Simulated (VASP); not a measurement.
Given:

```
CELL_PARAMETERS angstrom
      0.00000     2.68105     2.68105
      2.68105     0.00000     2.68105
      2.68105     2.68105     0.00000
ATOMIC_POSITIONS crystal
  Ce 0.00000 0.00000 0.00000
  O  0.25000 0.25000 0.25000
  O  0.75000 0.75000 0.75000
```

The numbers are results of LDA (Ceperley-Alder, Perdew-Zunger), VASP's LDA PAW potentials (set 64) (plane waves; VASP 6.6.1), not measurements. Settings: 620 eV cut-off, 7×7×7 Γ-centred mesh, Gaussian smearing of 0.050 eV, potentials Ce O.

Energy and stress use the plane-wave basis of the starting cell.

Task: The ions, cell shape and volume at an external pressure of 5.0 GPa are relaxed. What does this cell relax into?

Result: 
```
CELL_PARAMETERS angstrom
      0.00000     2.66003     2.66003
      2.66003     0.00000     2.66003
      2.66003     2.66003     0.00000
ATOMIC_POSITIONS crystal
  Ce 0.00000 0.00000 0.00000
  O  0.25000 0.25000 0.25000
  O  0.75000 0.75000 0.75000
```
Space group Fm-3m (225), at a tolerance of 0.03 Å.

Task: How do energy and volume change from the first to the last step?

Result: The energy (σ→0) changes by +4.4 meV/atom and the volume by -2.3 %, in 3 ionic steps.

The compound is CeO2 in the fluorite structure. This run relaxes it under an external pressure of 5 GPa. Symmetry was kept, so distortions that lower it aren't found. The run is not spin-polarised, so no magnetic state was tried.
